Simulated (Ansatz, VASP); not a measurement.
# TiSi in two plane-wave programs, part 2 of 2

Wanted: the spread between two codes on one cell, functional and k mesh. The cell is generated by rule, not measured, and may not be a known phase. The cell is taken from a series of runs on this material, whose earlier steps may have relaxed, scaled, displaced or heated it; both programs get it as it stands.

VASP 6.6.1 and Ansatz 0.2.0.

So far. Step 3 (Ansatz: single point, LDA, pair 1): The run ends at a pressure of 4.21 GPa, with forces up to 0.27 eV/Å. Step 5 (VASP: single point, LDA, pair 2): The run ends at a pressure of -0.77 GPa, with forces up to 0.21 eV/Å.

## 6. Ansatz: single point, LDA, pair 2

Level of this step: Ansatz beside VASP: Kohn-Sham DFT, plane waves, LDA (Ansatz).

The same cell, functional (in two slightly different forms), mesh and smearing now go to Ansatz, which takes its cutoff from its data sets.

The cell is taken from a series of runs on this material, whose earlier steps may have relaxed, scaled, displaced or heated it; both programs get it as it stands.

The input, input.yaml:

```yaml
crystal:
  lattice:
    - [-4.3043016265, 0.0, 0.0]
    - [0.0, 0.0, -4.861953728]
    - [0.0, -7.4552691082, 0.0]
  atoms:
    - { symbol: Ti, position: [0.4516881388, 0.0625, 0.1666666667] }
    - { symbol: Ti, position: [0.0483118612, 0.0625, 0.6666666667] }
    - { symbol: Ti, position: [-0.0483118612, 0.5625, 0.3333333333] }
    - { symbol: Ti, position: [0.5483118612, 0.5625, 0.8333333333] }
    - { symbol: Si, position: [0.4488883403, 0.5625, 0.1666666667] }
    - { symbol: Si, position: [0.0511116597, 0.5625, 0.6666666667] }
    - { symbol: Si, position: [-0.0511116597, 0.0625, 0.3333333333] }
    - { symbol: Si, position: [0.5511116597, 0.0625, 0.8333333333] }
kpoints:
  mp_grid: { grid: [8, 6, 4] }
hamiltonian:
  xc: lda
scf:
  occupations: { method: methfessel_paxton, width: 0.15 }
output:
  forces: true
  stress: true
  eigenvalues: true
```

Launch:

```sh
ansatz run input.yaml --threads 4 --pin off --max-ram 7168MiB --backend cpu --events-out ev --progress --plain --runs-dir out
```

Numbers of over 12 decimals in the logs are rounded to 6 here.

Log:

```text
[...]
Crystal: 8 atoms, lattice volume = 156.019 Å³
Basis set: ecut = 420 eV, 3047 PW (Γ)
Bands: 40, of which v1, the nominal top of the filled ones, is band 32 counted from 1 (31 counted from 0)
Symmetry: 8 space group operations
[...]
k-points: 60 of 192
[...]
k-point 0: bands = [... 28 lower, 7.1653, 7.6089, 7.8087, 8.2325, 8.3237, 8.6274, 8.7259, 8.9185, ... 4 higher]
  k-point 1: bands = [... 28 lower, 7.2895, 7.3082, 7.8509, 8.1637, 8.1665, 8.2227, 9.0083, 9.0648, ... 4 higher]
  k-point 2: bands = [... 28 lower, 7.5969, 7.5969, 7.7326, 7.7326, 8.0271, 8.0271, 9.2114, 9.2114, ... 4 higher]
  k-point 59: bands = [... 28 lower, 7.0448, 7.0448, 7.0448, 7.0448, 8.9925, 8.9925, 8.9925, 8.9925, ... 4 higher]
[key lines of the parts left out:]
SCF converged after 8 iterations
Free energy (F): -12236.317229 eV
Fermi energy:    8.081513 eV
P = ⅓ Tr σ = -0.8511 GPa (-8.511 kbar)
```

The run ends at a pressure of -0.85 GPa, with forces up to 0.20 eV/Å.

## 7. Side by side

The two programs side by side:

| quantity | Ansatz | VASP | difference |
| --- | --- | --- | --- |
| pressure (GPa) | -0.85 | -0.77 | -0.08 |

Forces (eV/Å; atoms numbered as in POSCAR):

| atom | Ansatz x, y, z | VASP x, y, z |
| --- | --- | --- |
| Ti1 | -0.027, 0.202, 0.000 | -0.024, 0.205, 0.000 |
| Ti2 | 0.027, 0.202, 0.000 | 0.024, 0.205, 0.000 |
| Ti3 | -0.027, -0.202, 0.000 | -0.024, -0.205, 0.000 |
| Ti4 | 0.027, -0.202, 0.000 | 0.024, -0.205, 0.000 |
| Si5 | -0.005, 0.188, 0.000 | -0.005, 0.189, 0.000 |
| Si6 | 0.005, 0.188, 0.000 | 0.005, 0.189, 0.000 |
| Si7 | -0.005, -0.188, 0.000 | -0.005, -0.189, 0.000 |
| Si8 | 0.005, -0.188, 0.000 | 0.005, -0.189, 0.000 |

The forces differ by 1.4 meV/Å r.m.s., which is 1.2 % of the r.m.s. force of 0.114 eV/Å (both taken over all components).

## 8. VASP: single point, LDA, pair 3

With cell and atoms fixed, the geometry can't cause a difference; cores, projectors, grids and the points listed under the comparison can.

The input, INCAR:

```
SYSTEM = TiSi
PREC = Accurate
ENCUT = 500
EDIFF = 1E-06
NELM = 120
ISMEAR = 1
SIGMA = 0.15
LREAL = .FALSE.
ALGO = Normal
GGA = PW92
NBANDS = 40
LASPH = .TRUE.
LORBIT = 11
LWAVE = .FALSE.
LCHARG = .FALSE.
ISIF = 2
GGA_COMPAT = .FALSE.
KPAR = 2
```

The input, POSCAR:

```
TiSi
1.0
   -4.3043016265      0.0000000000      0.0000000000
    0.0000000000      0.0000000000     -4.8619537280
    0.0000000000     -7.4552691082      0.0000000000
Ti Si
4 4
Direct
    0.4297282019      0.0625000000      0.1666666667
    0.0702717981      0.0625000000      0.6666666667
    0.9297282019      0.5625000000      0.3333333333
    0.5702717981      0.5625000000      0.8333333333
    0.4256557677      0.5625000000      0.1666666667
    0.0743442323      0.5625000000      0.6666666667
    0.9256557677      0.0625000000      0.3333333333
    0.5743442323      0.0625000000      0.8333333333
```

The input, KPOINTS:

```
Automatic mesh
0
Gamma
8 6 4
0 0 0
```

Potentials, in the order of the species: Ti_sv and Si (LDA family, release 64).

Launch:

```sh
mpirun -np 2 vasp_std
```

Log:

```text
[... set-up lines as in an earlier step ...]
 entering main loop
       N       E                     dE             d eps       ncg     rms          rms(c)
DAV:   1     0.733257923872E+03    0.73326E+03   -0.30439E+04  4872   0.166E+03
DAV:   2     0.336187613585E+02   -0.69964E+03   -0.68209E+03  4808   0.513E+02
DAV:   3    -0.562871982626E+02   -0.89906E+02   -0.86549E+02  7712   0.156E+02
DAV:   4    -0.674161073284E+02   -0.11129E+02   -0.11055E+02  7224   0.475E+01
[...]
DAV:  12    -0.584511452257E+02   -0.13835E-04   -0.23334E-04  6320   0.978E-02    0.148E-02
DAV:  13    -0.584511448546E+02    0.37111E-06   -0.16255E-05  6408   0.246E-02    0.657E-03
DAV:  14    -0.584511449337E+02   -0.79062E-07   -0.16370E-06  4320   0.858E-03
   1 F= -.58451145E+02 E0= -.58450854E+02  d E =-.873461E-03
```

OUTCAR, selected parts (step 8):

```text
  Total       -1.3441984     -3.4801054      0.1587780      0.0000000      0.0000000      0.0000000
  in kB      -13.8037505    -35.7376623      1.6305127      0.0000000      0.0000000      0.0000000
  external PRESSURE =     -15.9703000 kB  Pullay stress =       0.0000000 kB

 POSITION                                       TOTAL-FORCE (eV/Angst)
 -----------------------------------------------------------------------------------
     -1.84968     -1.24254     -0.30387        -0.065925      0.383305     -0.000000
     -0.30247     -4.97018     -0.30387         0.065925      0.383305      0.000000
     -4.00183     -2.48509     -2.73485        -0.065925     -0.383305      0.000000
     -2.45462     -6.21272     -2.73485         0.065925     -0.383305     -0.000000
     -1.83215     -1.24254     -2.73485        -0.044624      0.358663     -0.000000
     -0.32000     -4.97018     -2.73485         0.044624      0.358663     -0.000000
     -3.98430     -2.48509     -0.30387        -0.044624     -0.358663     -0.000000
     -2.47215     -6.21272     -0.30387         0.044624     -0.358663      0.000000
 -----------------------------------------------------------------------------------
    total drift:                               -0.000000     -0.000000     -0.000000

  FREE ENERGIE OF THE ION-ELECTRON SYSTEM (eV)
  ---------------------------------------------------
  free  energy   TOTEN  =       -58.4511449337 eV

  energy  without entropy=      -58.4502714726  energy(sigma->0) =      -58.45085378

[... 2 parts as in an earlier step ...]

[... 1 further part left out ...]
[key lines of the parts left out:]
E-fermi :   5.7985
```

The run ends at a pressure of -1.60 GPa, with forces up to 0.39 eV/Å.

## 9. Ansatz: single point, LDA, pair 3

The same cell, functional (in two slightly different forms), mesh and smearing now go to Ansatz, which takes its cutoff from its data sets.

The cell is taken from a series of runs on this material, whose earlier steps may have relaxed, scaled, displaced or heated it; both programs get it as it stands.

input.yaml, the sections that differ from step 6:

```yaml
crystal:
  lattice:
    - [-4.3043016265, 0.0, 0.0]
    - [0.0, 0.0, -4.861953728]
    - [0.0, -7.4552691082, 0.0]
  atoms:
    - { symbol: Ti, position: [0.4297282019, 0.0625, 0.1666666667] }
    - { symbol: Ti, position: [0.0702717981, 0.0625, 0.6666666667] }
    - { symbol: Ti, position: [-0.0702717981, 0.5625, 0.3333333333] }
    - { symbol: Ti, position: [0.5702717981, 0.5625, 0.8333333333] }
    - { symbol: Si, position: [0.4256557677, 0.5625, 0.1666666667] }
    - { symbol: Si, position: [0.0743442323, 0.5625, 0.6666666667] }
    - { symbol: Si, position: [-0.0743442323, 0.0625, 0.3333333333] }
    - { symbol: Si, position: [0.5743442323, 0.0625, 0.8333333333] }
# kpoints, hamiltonian, scf, output: as in step 6
```

Launch:

```sh
ansatz run input.yaml --threads 4 --pin off --max-ram 7168MiB --backend cpu --events-out ev --progress --plain --runs-dir out
```

Log:

```text
[...]
Crystal: 8 atoms, lattice volume = 156.019 Å³
Basis set: ecut = 420 eV, 3047 PW (Γ)
Bands: 40, of which v1, the nominal top of the filled ones, is band 32 counted from 1 (31 counted from 0)
Symmetry: 8 space group operations
[...]
k-points: 60 of 192
[...]
k-point 0: bands = [... 28 lower, 7.2953, 7.7686, 7.8637, 8.2248, 8.4144, 8.5687, 8.8061, 8.9499, ... 4 higher]
  k-point 1: bands = [... 28 lower, 7.3428, 7.4320, 7.8918, 8.1735, 8.2555, 8.2573, 8.9917, 9.1444, ... 4 higher]
  k-point 2: bands = [... 28 lower, 7.6350, 7.6350, 7.7758, 7.7758, 8.0834, 8.0834, 9.2364, 9.2364, ... 4 higher]
  k-point 59: bands = [... 28 lower, 7.0847, 7.0847, 7.0847, 7.0847, 9.0005, 9.0005, 9.0005, 9.0005, ... 4 higher]
[key lines of the parts left out:]
SCF converged after 7 iterations
Free energy (F): -12236.290515 eV
Fermi energy:    8.136140 eV
P = ⅓ Tr σ = -1.6748 GPa (-16.748 kbar)
```

The run ends at a pressure of -1.67 GPa, with forces up to 0.39 eV/Å.

## 10. Differences

Compared:

| quantity | Ansatz | VASP | difference |
| --- | --- | --- | --- |
| pressure (GPa) | -1.67 | -1.60 | -0.08 |

Forces (eV/Å; atoms numbered as in POSCAR):

| atom | Ansatz x, y, z | VASP x, y, z |
| --- | --- | --- |
| Ti1 | -0.069, 0.379, 0.000 | -0.066, 0.383, 0.000 |
| Ti2 | 0.069, 0.379, 0.000 | 0.066, 0.383, 0.000 |
| Ti3 | -0.069, -0.379, 0.000 | -0.066, -0.383, 0.000 |
| Ti4 | 0.069, -0.379, 0.000 | 0.066, -0.383, 0.000 |
| Si5 | -0.044, 0.357, 0.000 | -0.045, 0.359, 0.000 |
| Si6 | 0.044, 0.357, 0.000 | 0.045, 0.359, 0.000 |
| Si7 | -0.044, -0.357, 0.000 | -0.045, -0.359, 0.000 |
| Si8 | 0.044, -0.357, 0.000 | 0.045, -0.359, 0.000 |

The forces differ by 2.4 meV/Å r.m.s., which is 1.1 % of the r.m.s. force of 0.217 eV/Å (both taken over all components).

## 11. Summary of results

```json
{
  "r.m.s. force difference (single point, LDA, pair 1)": "0.3 meV/Å",
  "r.m.s. force difference (single point, LDA, pair 2)": "1.4 meV/Å",
  "r.m.s. force difference (single point, LDA, pair 3)": "1.1 % of the r.m.s. force"
}
```

In words: The r.m.s. force difference is 1.1 % of the r.m.s. force (single point, LDA, pair 3), within the 3 % picked in this series as the mark of a large difference. 5 further runs of this series are not shown here. How closely two codes agree says nothing of how well the functional describes the real material.

[Lines on the potential files, build, host, timing and source positions are cut from VASP's logs without a mark.]

[Logs are printed without paths, hosts, clocks, repeated set-up lines and the standing remarks that a program may print on its own settings, such as how far it seeks lower states.]

[Hosts, paths, dates, database ids (printed as entryN), source tags and the programs' standing remarks are cut or masked in the printed files.]
